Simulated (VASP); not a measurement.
Here is the system:

```
CELL_PARAMETERS angstrom
      3.96252     0.00000     0.00000
      0.00000     3.96252     0.00000
      0.00000     0.00000    16.36593
ATOMIC_POSITIONS crystal
  Pb 0.50000 0.00000 0.57228
  Pb 0.00000 0.50000 0.42772
  O  0.00000 0.00000 0.50000
  O  0.50000 0.50000 0.50000
```

Method: PBE GGA, VASP's PBE PAW potentials (set 64) (plane waves; VASP). Numerical set-up: 400 eV cut-off, 4×4×1 Γ-centred mesh, Gaussian smearing of 0.10 eV, potentials Pb_d O.

At this cut-off the stress carries a Pulay error, which pulls relaxed volumes low. The cell holds a wide vacuum, so values per volume refer to the whole cell.

### Question
Which forces act on the atoms, in eV/Å?

### Answer

```json
[
 {"atom": "Pb1", "Fx": "0.000", "Fy": "0.000", "Fz": "0.781"},
 {"atom": "Pb2", "Fx": "0.000", "Fy": "0.000", "Fz": "-0.781"},
 {"atom": "O3", "Fx": "0.000", "Fy": "0.000", "Fz": "0.000"},
 {"atom": "O4", "Fx": "0.000", "Fy": "0.000", "Fz": "0.000"}
]
```

### Question
Give the stress tensor in GPa (positive for a compressed cell).

### Answer

```
0.76  0.00  0.00
0.00  0.76  0.00
0.00  0.00  0.33
```
The pressure is its mean diagonal, 0.62 GPa.

The cell is a sheet with vacuum, built from a generated structure.
